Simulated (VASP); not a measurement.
Calculation: TPSS meta-GGA, VASP's PBE PAW potentials (set 64) (plane waves; VASP 6.6.1).

VASP ran on this input.

KPOINTS:
```
K-points
0
gamma
 8 8 8
```

**INCAR**
```
LREAL = .False.   ! projection in real space or not
NELM = 100
EDIFF = 1E-7
ISIF = 2
METAGGA = TPSS
ENCUT = 520
SYSTEM = CdS
LASPH = .True.   ! aspherical one-centre terms
PREC = Accurate
LCHARG = .False.
LMIXTAU = .True.
LMAXMIX = 4   ! l cut-off of mixed one-centre charges
ISMEAR = 0
LWAVE = .False.
ALGO = Normal   ! blocked Davidson
SIGMA = 0.05
```

POSCAR:
```
CdS
1
    0.0000000000     2.9388920923     2.9388920923
    2.9388920923     0.0000000000     2.9388920923
    2.9388920923     2.9388920923     0.0000000000
Cd S
1 1
Direct
  0.0000000000   0.0000000000   0.0000000000
  0.2500000000   0.2500000000   0.2500000000
```

POTCAR, in this order: Cd S (PBE.64 set). Program: vasp_std.

What VASP printed:

File OSZICAR:
```
       N       E                     dE             d eps       ncg     rms          rms(c)
DAV:   1     0.249046096132E+03    0.24905E+03   -0.12837E+05   754   0.429E+05
DAV:   2    -0.584075361228E+02   -0.30745E+03   -0.28780E+03  1229   0.426E+02
DAV:   3    -0.222830768416E+03   -0.16442E+03   -0.22704E+03  1239   0.153E+02
DAV:   4    -0.208128629450E+03    0.14702E+02   -0.20088E+03  1036   0.857E+01
DAV:   5    -0.222393405647E+02    0.18589E+03   -0.12631E+02  1079   0.828E+01    0.909E+00
DAV:   6    -0.194231741028E+02    0.28162E+01   -0.51110E+00   839   0.350E+01    0.695E+00
DAV:   7    -0.195099657608E+02   -0.86792E-01   -0.50711E-01   864   0.626E+00    0.403E+00
DAV:   8    -0.192736686859E+02    0.23630E+00   -0.30787E-01   824   0.651E+00    0.123E+00
DAV:   9    -0.194857649817E+02   -0.21210E+00   -0.15118E-01   764   0.475E+00    0.424E-01
DAV:  10    -0.194996946529E+02   -0.13930E-01   -0.53322E-02   774   0.262E+00    0.438E-01
DAV:  11    -0.194869560063E+02    0.12739E-01   -0.91393E+02   754   0.331E+04    0.408E-01
DAV:  12    -0.194945988301E+02   -0.76428E-02   -0.16821E-01   754   0.580E+00    0.407E-01
DAV:  13    -0.195004364059E+02   -0.58376E-02   -0.31231E-03   764   0.604E-01    0.356E-01
DAV:  14    -0.195025178595E+02   -0.20815E-02   -0.23683E-03   779   0.483E-01    0.369E-01
DAV:  15    -0.195024123445E+02    0.10551E-03   -0.64182E-04   849   0.289E-01    0.384E-01
DAV:  16    -0.195028108848E+02   -0.39854E-03   -0.75494E-04   764   0.303E-01    0.388E-01
DAV:  17    -0.195038964596E+02   -0.10856E-02   -0.33714E-04   774   0.201E-01    0.380E-01
DAV:  18    -0.195036739796E+02    0.22248E-03   -0.51257E-05   849   0.820E-02    0.355E-01
DAV:  19    -0.195033300269E+02    0.34395E-03   -0.91729E-05   754   0.973E-02    0.309E-01
DAV:  20    -0.195031086515E+02    0.22138E-03   -0.44243E-05   759   0.652E-02    0.279E-01
DAV:  21    -0.195031872020E+02   -0.78551E-04   -0.81146E-06   809   0.283E-02    0.267E-01
DAV:  22    -0.195034512909E+02   -0.26409E-03   -0.54097E-04   769   0.239E-01    0.180E-01
DAV:  23    -0.195046861777E+02   -0.12349E-02   -0.14366E-03   769   0.338E-01    0.681E-02
DAV:  24    -0.195049738311E+02   -0.28765E-03   -0.24247E-04   814   0.135E-01    0.442E-02
DAV:  25    -0.195051793357E+02   -0.20550E-03   -0.39697E-05   769   0.615E-02    0.399E-02
DAV:  26    -0.195052482222E+02   -0.68886E-04   -0.78564E-05   754   0.799E-02    0.294E-02
DAV:  27    -0.195056072610E+02   -0.35904E-03   -0.75773E-04   754   0.232E-01    0.155E-02
DAV:  28    -0.195056167934E+02   -0.95324E-05   -0.31738E-05   889   0.498E-02    0.867E-03
DAV:  29    -0.195056135277E+02    0.32657E-05   -0.17974E-06   789   0.204E-02    0.702E-03
DAV:  30    -0.195056146220E+02   -0.10943E-05   -0.11336E-06   779   0.125E-02    0.247E-03
DAV:  31    -0.195056158591E+02   -0.12371E-05   -0.58500E-07   794   0.827E-03    0.672E-04
DAV:  32    -0.195056159859E+02   -0.12679E-06   -0.30450E-07   771   0.536E-03    0.224E-04
DAV:  33    -0.195056160335E+02   -0.47611E-07   -0.11118E-08   547   0.126E-03
   1 F= -.19505616E+02 E0= -.19505616E+02  d E =-.393804E-16
```

### OUTCAR
```
------------------------ aborting loop because EDIFF is reached ----------------------------------------
  FORCE on cell =-STRESS in cart. coord.  units (eV):
  Direction    XX          YY          ZZ          XY          YZ          ZX
  --------------------------------------------------------------------------------------
  Total        0.5576636      0.5576636      0.5576636      0.0000000     -0.0000000      0.0000000
  in kB       17.5995675     17.5995675     17.5995675      0.0000000     -0.0000000      0.0000000
  external PRESSURE =      17.5995675 kB  Pullay stress =       0.0000000 kB
  volume of cell :       50.77
      direct lattice vectors                 reciprocal lattice vectors
     0.000000000  2.938892092  2.938892092    -0.170132140  0.170132140  0.170132140
     2.938892092  0.000000000  2.938892092     0.170132140 -0.170132140  0.170132140
     2.938892092  2.938892092  0.000000000     0.170132140  0.170132140 -0.170132140
  FREE ENERGIE OF THE ION-ELECTRON SYSTEM (eV)
  ---------------------------------------------------
  free  energy   TOTEN  =       -19.5056160335 eV

  energy  without entropy=      -19.5056160335  energy(sigma->0) =      -19.50561603
```
(Selected blocks of OUTCAR.)

The compound is CdS in the zinc blende structure, a metastable form; wurtzite is the usual one. This cell is one point of a volume scan, at 0.97 of the reference volume.
